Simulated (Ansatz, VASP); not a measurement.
# Pb2C: VASP beside Ansatz, part 2 of 2

Wanted: the spread between two codes on one cell, functional and k mesh. The cell is generated by rule, not measured, and may not be a known phase. The cell is taken from a series of VASP runs on this material, whose earlier steps may have relaxed, scaled or displaced it; both programs get it as it stands.

VASP 6.6.1 and Ansatz 0.2.0.

So far. Step 3 (VASP: band structure, PBEsol): The run ends at a pressure of 141.98 GPa.

### Step 5. VASP: band structure, PBEsol, spin-orbit coupling

Level of this step: PBEsol, spin-orbit coupling; plane waves and PAW (C, Pb_d); invented cell (VASP).

With cell and atoms fixed, the geometry can't cause a difference; cores, projectors, grids and the points listed under the comparison can.

The input, INCAR:

```
SYSTEM = Pb2C
PREC = Accurate
ENCUT = 520
EDIFF = 1E-06
NELM = 100
ISMEAR = 0
SIGMA = 0.02
LREAL = .FALSE.
ALGO = Normal
GGA = PS
LNONCOLLINEAR = .TRUE.
MAGMOM = 0 0 0 0 0 0 0 0 0
NBANDS = 44
GGA_COMPAT = .FALSE.
LASPH = .TRUE.
LSORBIT = .TRUE.
LORBIT = 11
LWAVE = .FALSE.
LCHARG = .FALSE.
KPAR = 4
ISIF = 2
```

The input, POSCAR:

```
Pb2C
1.0
    0.0000000000      2.6760200000      2.6760200000
    2.6760200000      0.0000000000      2.6760200000
    2.6760200000      2.6760200000      0.0000000000
C Pb
1 2
Direct
    0.0000000000      0.0000000000      0.0000000000
    0.2500000000      0.2500000000      0.2500000000
    0.7500000000      0.7500000000      0.7500000000
```

The input, KPOINTS:

```
Automatic mesh
0
Gamma
10 10 10
0 0 0
```

The input, KPOINTS_OPT:

```
Line mode
16
Line-mode
Reciprocal
  0.00000000   0.00000000   0.00000000 GAMMA
  0.50000000   0.00000000   0.50000000 X

  0.50000000   0.00000000   0.50000000 X
  0.50000000   0.25000000   0.75000000 W

  0.50000000   0.25000000   0.75000000 W
  0.37500000   0.37500000   0.75000000 K

  0.37500000   0.37500000   0.75000000 K
  0.00000000   0.00000000   0.00000000 GAMMA

  0.00000000   0.00000000   0.00000000 GAMMA
  0.50000000   0.50000000   0.50000000 L

  0.50000000   0.50000000   0.50000000 L
  0.62500000   0.25000000   0.62500000 U

  0.62500000   0.25000000   0.62500000 U
  0.50000000   0.25000000   0.75000000 W

  0.50000000   0.25000000   0.75000000 W
  0.50000000   0.50000000   0.50000000 L

  0.50000000   0.50000000   0.50000000 L
  0.37500000   0.37500000   0.75000000 K

  0.62500000   0.25000000   0.62500000 U
  0.50000000   0.00000000   0.50000000 X
```

PAW data sets: C and Pb_d (PBE family, release 64).

Command:

```console
> mpirun -np 4 vasp_ncl
```

Numbers of over 12 decimals in the logs are rounded to 6 here.

What it wrote:

```text
[banner, memory and clock lines left out]
running    4 mpi-ranks, on    1 nodes
[...]
[... a notice as in an earlier step ...]

 LDA part: xc-table for (Slater+PW92), standard interpolation
 POSCAR, INCAR and KPOINTS ok, starting setup
[...]
entering main loop
       N       E                     dE             d eps       ncg     rms          rms(c)
DAV:   1     0.433713753491E+03    0.43371E+03   -0.15053E+04  4136   0.213E+03
DAV:   2     0.486976915229E+02   -0.38502E+03   -0.37129E+03  4140   0.553E+02
DAV:   3    -0.535318645582E+01   -0.54051E+02   -0.51302E+02  4720   0.232E+02
DAV:   4    -0.880993853236E+01   -0.34568E+01   -0.33379E+01  5488   0.598E+01
[...]
DAV:  11    -0.680348247759E+01    0.45944E-04   -0.12753E-04  5576   0.903E-02    0.176E-02
DAV:  12    -0.680347665048E+01    0.58271E-05   -0.20620E-05  6012   0.423E-02    0.646E-03
DAV:  13    -0.680347572110E+01    0.92937E-06   -0.42968E-06  5268   0.274E-02
   1 F= -.68034757E+01 E0= -.68033294E+01  d E =-.292604E-03  mag=    -0.0000    -0.0000    -0.0000
 Start KPOINTS_OPT (optional k-point list driver)
k-point batch [1-47\160]
       N       E                     dE             ncg
DAV:   1     0.228614951739E+05   -0.22727E+05     4136
DAV:   2     0.490358206972E+04   -0.17958E+05     4144
DAV:   3     0.246836375430E+04   -0.24352E+04     4840
DAV:   4     0.233565293434E+04   -0.13271E+03     5476
DAV:   5     0.233239646918E+04   -0.32565E+01     6536
DAV:   6     0.233234820078E+04   -0.48268E-01     6448
DAV:   7     0.233234709163E+04   -0.11092E-02     6560
DAV:   8     0.233234705820E+04   -0.33438E-04     6284
DAV:   9     0.233234705749E+04   -0.70181E-06     3592
[...]
k-point batch [142-160\160]
       N       E                     dE             ncg
DAV:   1     0.390537105696E+05   -0.13624E+05     1680
DAV:   2     0.317531345447E+05   -0.73006E+04     1672
DAV:   3     0.307932957571E+05   -0.95984E+03     1936
DAV:   4     0.307441415859E+05   -0.49154E+02     2212
DAV:   5     0.307430084361E+05   -0.11331E+01     2684
DAV:   6     0.307429921389E+05   -0.16297E-01     2556
DAV:   7     0.307429916987E+05   -0.44020E-03     2680
DAV:   8     0.307429916858E+05   -0.12848E-04     2536
DAV:   9     0.307429916856E+05   -0.28812E-06     1496
```

From OUTCAR (step 5):

```text
  Total       33.5557452     33.5557452     33.5557452      0.0000000      0.0000000      0.0000000
  in kB     1402.7471988   1402.7471988   1402.7471988      0.0000000      0.0000000      0.0000000
  external PRESSURE =    1402.7471988 kB  Pullay stress =       0.0000000 kB

 POSITION                                       TOTAL-FORCE (eV/Angst)
 -----------------------------------------------------------------------------------
      0.00000      0.00000      0.00000         0.000000      0.000000     -0.000000
      1.33801      1.33801      1.33801        -0.000000     -0.000000      0.000000
      4.01403      4.01403      4.01403         0.000000      0.000000      0.000000
 -----------------------------------------------------------------------------------
    total drift:                                0.000000      0.000000      0.000000

  FREE ENERGIE OF THE ION-ELECTRON SYSTEM (eV)
  ---------------------------------------------------
  free  energy   TOTEN  =        -6.8034757211 eV

  energy  without entropy=       -6.8031831171  energy(sigma->0) =       -6.80332942

 magnetization (x)
# of ion       s       p       d       tot
------------------------------------------
    1       -0.000   0.000   0.000   0.000
    2        0.000   0.000   0.000   0.000
    3        0.000   0.000   0.000   0.000
--------------------------------------------------
tot          0.000   0.000   0.000   0.000

 magnetization (y)
# of ion       s       p       d       tot
------------------------------------------
    1       -0.000   0.000   0.000   0.000
    2       -0.000   0.000   0.000  -0.000
    3        0.000   0.000   0.000   0.000
--------------------------------------------------
tot         -0.000   0.000   0.000   0.000

 magnetization (z)
# of ion       s       p       d       tot
------------------------------------------
    1       -0.000  -0.000   0.000  -0.000
    2        0.000   0.000  -0.000   0.000
    3        0.000   0.000  -0.000   0.000
--------------------------------------------------
tot          0.000  -0.000  -0.000   0.000

[... 1 part as in an earlier step ...]

[... 2 further parts left out ...]
[key lines of the parts left out:]
E-fermi :  15.9220
```

The run ends at a pressure of 140.27 GPa.

### Step 6. Ansatz: band structure, PBEsol, spin-orbit coupling

The same cell, functional, mesh and smearing now go to Ansatz, which takes its cutoff from its data sets.

The cell is taken from a series of VASP runs on this material, whose earlier steps may have relaxed, scaled or displaced it; both programs get it as it stands.

The input, input.yaml:

```yaml
crystal:
  lattice:
    - [0.0, 2.67602, 2.67602]
    - [2.67602, 0.0, 2.67602]
    - [2.67602, 2.67602, 0.0]
  atoms:
    - { symbol: C, position: [0.0, 0.0, 0.0] }
    - { symbol: Pb, position: [0.25, 0.25, 0.25] }
    - { symbol: Pb, position: [0.75, 0.75, 0.75] }
hamiltonian:
  xc: pbesol
  pseudopotentials: { kind: paw_fr }
magnetization:
  noncollinear: true
  spin_orbit: true
kpoints:
  mp_grid: { grid: [10, 10, 10] }
  band_path:
    path:
      - [0.0, 0.0, 0.0]
      - [0.16667, 0.0, 0.16667]
      - [0.33333, 0.0, 0.33333]
      - [0.5, 0.0, 0.5]
      - [0.5, 0.08333, 0.58333]
      - [0.5, 0.18333, 0.68333]
      - [0.5, 0.25, 0.75]
      - [0.45, 0.3, 0.75]
      - [0.40833, 0.34167, 0.75]
      - [0.35, 0.35, 0.7]
      - [0.225, 0.225, 0.45]
      - [0.075, 0.075, 0.15]
      - [0.03333, 0.03333, 0.03333]
      - [0.23333, 0.23333, 0.23333]
      - [0.4, 0.4, 0.4]
      - [0.51667, 0.46667, 0.51667]
      - [0.55833, 0.38333, 0.55833]
      - [0.60833, 0.28333, 0.60833]
      - [0.60833, 0.25, 0.64167]
      - [0.55833, 0.25, 0.69167]
      - [0.51667, 0.25, 0.73333]
      - [0.5, 0.3, 0.7]
      - [0.5, 0.38333, 0.61667]
      - [0.5, 0.48333, 0.51667]
      - [0.475, 0.475, 0.55]
      - [0.425, 0.425, 0.65]
      - [0.38333, 0.38333, 0.73333]
      - [0.59167, 0.18333, 0.59167]
      - [0.55, 0.1, 0.55]
      - [0.5, 0.0, 0.5]
    npoints: 1
scf:
  occupations: { method: gaussian, width: 0.02 }
  n_extra_bands: 14
output:
  forces: true
  stress: true
  eigenvalues: true
```

Command:

```console
> ansatz run input.yaml --threads 2 --pin off --max-ram 4608MiB --backend cpu --events-out ev --progress --plain --runs-dir out
```

What it wrote:

```text
[...]
non-collinear run that drives no moment, with spin-orbit: no starting moment large enough to seed its density (crystal.atoms[].spin), no starting occupations that ask for one, no magnetisation constraint and no magnetic field, so the semilocal B_xc is pinned to zero
Crystal: 3 atoms, lattice volume = 38.326 Å³
[...]
k-point 1: bands = [... 28 lower, 19.2986, 19.2986, 20.3751, 20.3751, 20.9888, 20.9888, 22.3777, 22.3777, ... 10 higher]
  k-point 2: bands = [... 28 lower, 18.8254, 18.8254, 21.2901, 21.2901, 21.4737, 21.4737, 23.1436, 23.1436, ... 10 higher]
  k-point 46: bands = [... 28 lower, 20.7737, 20.7737, 21.7991, 21.7991, 23.1292, 23.1292, 23.9606, 23.9606, ... 10 higher]
[key lines of the parts left out:]
SCF converged after 7 iterations
Magnetization: |M| = 0.0000 μB,  M = (+0.0000, +0.0000, +0.0000) μB
Free energy (F): -23820.279505 eV
Fermi energy:    22.151324 eV
P = ⅓ Tr σ = 139.2809 GPa (1392.809 kbar)
```

Wall time 28 s (2 threads of Arm Neoverse N1, shared host); peak memory 0.48 GiB; 56 s of CPU time.

### Step 7. Comparison

What differs besides the data sets and the points named for the pairs above, as far as they apply: spin-orbit coupling enters by fully relativistic files in Ansatz and inside the spheres in VASP. Total energies have different zeros and are not compared.

The two programs side by side:

| quantity | Ansatz | VASP | difference |
| --- | --- | --- | --- |
| pressure (GPa) | 139.28 | 140.27 | -0.99 |
| pressure without Ansatz's Pulay correction (GPa) | 139.10 | 140.27 | -1.17 |

Levels from 3 eV below to 2 eV above the Fermi level differ by 44 meV r.m.s. and 122 meV at most; each VASP level is matched to the nearest of Ansatz, which flatters the figure a little. Ansatz's pressure holds a Pulay correction of 0.18 GPa; VASP's holds none.

### Step 8. Summary of results

| Property | Result |
| --- | --- |
| r.m.s. difference of levels near the Fermi level (band structure, PBEsol) | 5.9 meV |
| r.m.s. difference of levels near the Fermi level (band structure, PBEsol, spin-orbit coupling) | 44 meV |
| difference in pressure (band structure, PBEsol, spin-orbit coupling) | -0.99 GPa |

In words: The difference in pressure is -0.99 GPa (band structure, PBEsol, spin-orbit coupling), at about the 1 GPa picked in this series as the mark of a large difference. 2 further runs of this series are not shown here. How closely two codes agree says nothing of how well the functional describes the real material.

[Lines on the potential files, build, host, timing and source positions are cut from VASP's logs without a mark.]

[Logs are printed without paths, hosts, clocks, repeated set-up lines and the standing remarks that a program may print on its own settings, such as how far it seeks lower states.]

[Hosts, paths, dates, database ids (printed as entryN), source tags and the programs' standing remarks are cut or masked in the printed files.]
